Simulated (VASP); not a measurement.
Consider the following.

```xyz
4
Lattice="3.6556 0.0000 0.0000 -1.8278 3.1659 0.0000 0.0000 0.0000 11.7851" Properties=species:S:1:pos:R:3 pbc="T T T"
Pr     1.8278     3.1659     0.0000
Pr     1.8278     3.1659     5.8926
Pr     0.0000     2.1106     2.9463
Pr     1.8278     1.0553     8.8388
```

Calculation: PBEsol GGA with spin-orbit coupling, VASP's PBE PAW potentials (set 64) (plane waves; VASP 6.6.1). Run with 400 eV cut-off, 9×9×3 Γ-centred mesh, Gaussian smearing of 0.050 eV, potentials Pr_3.

The 4f electrons are frozen in the core of the lanthanide potential, so 4f levels, which can set the real gap, and their magnetism are missing.

What does the run give for the energy per atom (σ→0), band gap (over mesh and band path) with the smallest direct gap where there is one?

| Quantity | Value |
|---|---|
| band gap (over mesh and band path) | none (metal, semimetal or under 0.01 eV) |
| energy per atom (σ→0) | -524.2 kJ/mol of atoms |

Total energies compare only between runs with the same potentials, cut-off and functional.

The structure was generated: Pr was put into the dhcp type (P6_3/mmc), which need not be its known phase. It was relaxed first.
